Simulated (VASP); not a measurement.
Method: PBEsol GGA, VASP's PBE PAW potentials (set 64) (plane waves; VASP 6.6.1).

The input files of a VASP run:

**INCAR**
```
# general
SYSTEM  = Ni
PREC    = Accurate
ENCUT   = 500
LREAL   = F
LASPH   = T

# electronic loop
EDIFF   = 1E-6
NELM    = 100
ALGO    = Normal
LMAXMIX = 4

# smearing
ISMEAR  = 1
SIGMA   = 0.1

# functional
GGA     = PS

# spin
ISPIN   = 2
MAGMOM  = 0.6

# ions
IBRION  = 2
NSW     = 40
ISIF    = 3
EDIFFG  = -0.02
PSTRESS = 50

# output
LWAVE   = F
LCHARG  = F
LORBIT  = 10
```

KPOINTS:
```
kpoints
0
G
 18 18 18
0 0 0
```

**POSCAR**
```
Ni
1
    0.0000000000     1.7308907349     1.7308907349
    1.7308907349     0.0000000000     1.7308907349
    1.7308907349     1.7308907349     0.0000000000
Ni
1
Direct
  0.0000000000   0.0000000000   0.0000000000
```

POTCAR, in this order: Ni (PBE.64 set). Program: vasp_std.

Energy and stress use the plane-wave basis of the starting cell.

Q: What does the run give for the energy per atom (σ→0), cell moment, volume per atom, band gap (on the k-mesh)?

A: 
```json
{
 "energy per atom (σ→0)": "-6.134 eV/atom",
 "cell_moment": "0.61 μB",
 "band gap (on the k-mesh)": "none (metal, semimetal or under 0.01 eV)",
 "volume_per_atom": "10.16 Å³/atom"
}
```

### OSZICAR
```
...
DAV:   2    -0.617131337086E+01    0.87652E-01   -0.18251E+00  7349   0.205E+01    0.148E+00
DAV:   3    -0.613668081771E+01    0.34633E-01   -0.25525E-01  7294   0.835E+00    0.499E-01
DAV:   4    -0.613420114511E+01    0.24797E-02   -0.15541E-03  7810   0.397E-01    0.285E-01
DAV:   5    -0.613382202591E+01    0.37912E-03   -0.78133E-04  9376   0.225E-01    0.518E-02
DAV:   6    -0.613383157682E+01   -0.95509E-05   -0.21882E-05  7769   0.566E-02    0.280E-02
DAV:   7    -0.613383752289E+01   -0.59461E-05   -0.27417E-06  7288   0.294E-02    0.884E-03
DAV:   8    -0.613383802262E+01   -0.49973E-06   -0.14066E-07  3533   0.586E-03
   3 F= -.58167960E+01 E0= -.58168962E+01  d E =-.340273E-02  mag=     0.6090
```

The compound is Ni in the fcc structure. This run relaxes it under an external pressure of 5 GPa. Symmetry was kept, so distortions that lower it aren't found.
